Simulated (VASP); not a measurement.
VASP input:

### POSCAR
```
Cd
1.0
  2.9911034226   0.0000000000   0.0000000000
 -1.4955517113   2.5903718493   0.0000000000
  0.0000000000   0.0000000000   5.6268654670
Cd
2
Cart
  1.4955532069   0.8634564196   4.2201491002
 -0.0000014956   1.7269154297   1.4067163668
```

**INCAR**
```
IBRION = 2   ! conjugate gradients
SIGMA = 0.1
PREC = Accurate
NSW = 60   ! most ionic steps
METAGGA = R2SCAN
LASPH = T   ! aspherical one-centre terms
EDIFFG = -0.01   ! ionic stop
LCHARG = F
SYSTEM = Cd
ISIF = 3
LMIXTAU = T
ENCUT = 480
LREAL = F
ISMEAR = 1   ! Methfessel-Paxton
ALGO = Normal   ! blocked Davidson
NELM = 100   ! most electronic steps
EDIFF = 1E-6   ! SCF stop (eV)
LWAVE = F
LMAXMIX = 4   ! l cut-off of mixed one-centre charges
```

File KPOINTS:
```
Automatic mesh
0
Gamma
13 13 6
0 0 0
```

POTCAR, in this order: Cd (PBE.64 set). Program: vasp_std.

### Question
Translate this r2SCAN calculation to Ansatz.

### Answer
One equivalent input (not run):
Ansatz 0.2 input:
```yaml
crystal:
  lattice:
    - [2.9911034, 0.0000000, 0.0000000]
    - [-1.4955517, 2.5903718, 0.0000000]
    - [0.0000000, 0.0000000, 5.6268655]
  atoms:
    - { symbol: Cd, position: [0.6666670, 0.3333330, 0.7500000] }
    - { symbol: Cd, position: [0.3333330, 0.6666670, 0.2500000] }
kpoints:
  mp_grid: { grid: [13, 13, 6] }
hamiltonian:
  xc: r2scan
  pseudopotentials: { kind: paw }
scf:
  occupations: { method: methfessel_paxton, width: 0.1 }
  max_iter: 100
relax:
  max_steps: 60
  f_tol: 0.01
  cell: {}
output: { forces: true, stress: true, eigenvalues: true }
```
Limits of the translation: each code has its own PAW files, so the cut-off isn't converted (ENCUT is set for VASP's; basis.ecutwfc is left out, and Ansatz then takes the one that its files recommend); Ansatz stops its SCF on the density residual and VASP on the energy change (EDIFF).

The compound is Cd in the hcp structure. It was relaxed first. The start is the result of an earlier pass.
